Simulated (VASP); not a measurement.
```yaml
crystal:
  lattice:
    - [3.69525, 0.00000, 0.00000]
    - [0.00000, 3.69525, 0.00000]
    - [0.00000, 0.00000, 3.69525]
  atoms:
    - { symbol: Tl, position: [0.00000, 0.00000, 0.00000] }
    - { symbol: Cl, position: [0.50000, 0.50000, 0.50000] }
```

Computed with LDA (Ceperley-Alder, Perdew-Zunger) with spin-orbit coupling, VASP's LDA PAW potentials (set 64) (plane waves; VASP 6.6.1). Numerical set-up: 400 eV cut-off, 7×7×7 Γ-centred mesh, Gaussian smearing of 0.050 eV, potentials Tl_d Cl.

Task: Give the energies of bands 13 to 26 at the high-symmetry points, in eV from the valence-band maximum.

Result: 
```json
[
 {"band": "13", "Γ": "-4.97", "X": "-6.30", "M": "-3.98", "R": "-2.63"},
 {"band": "14", "Γ": "-4.97", "X": "-6.30", "M": "-3.98", "R": "-2.63"},
 {"band": "15", "Γ": "-2.26", "X": "-1.59", "M": "-3.88", "R": "-2.62"},
 {"band": "16", "Γ": "-2.26", "X": "-1.59", "M": "-3.88", "R": "-2.62"},
 {"band": "17", "Γ": "-2.05", "X": "-1.48", "M": "-3.70", "R": "-2.62"},
 {"band": "18", "Γ": "-2.05", "X": "-1.48", "M": "-3.70", "R": "-2.62"},
 {"band": "19", "Γ": "-2.05", "X": "0.00", "M": "-1.51", "R": "-2.15"},
 {"band": "20", "Γ": "-2.05", "X": "0.00", "M": "-1.51", "R": "-2.15"},
 {"band": "21", "Γ": "6.62", "X": "1.42", "M": "4.22", "R": "0.98"},
 {"band": "22", "Γ": "6.62", "X": "1.42", "M": "4.22", "R": "0.98"},
 {"band": "23", "Γ": "7.31", "X": "5.80", "M": "5.15", "R": "2.20"},
 {"band": "24", "Γ": "7.31", "X": "5.80", "M": "5.15", "R": "2.20"},
 {"band": "25", "Γ": "7.31", "X": "6.81", "M": "8.13", "R": "2.20"},
 {"band": "26", "Γ": "7.31", "X": "6.81", "M": "8.13", "R": "2.20"}
]
```

The gap is indirect, 0.98 eV, from the valence maximum at X to the conduction minimum at R.

The structure comes from a computed database's TlCl entry (Pm-3m); how it stands against other phases isn't given here. It was relaxed first, which changed the volume by -11 %.
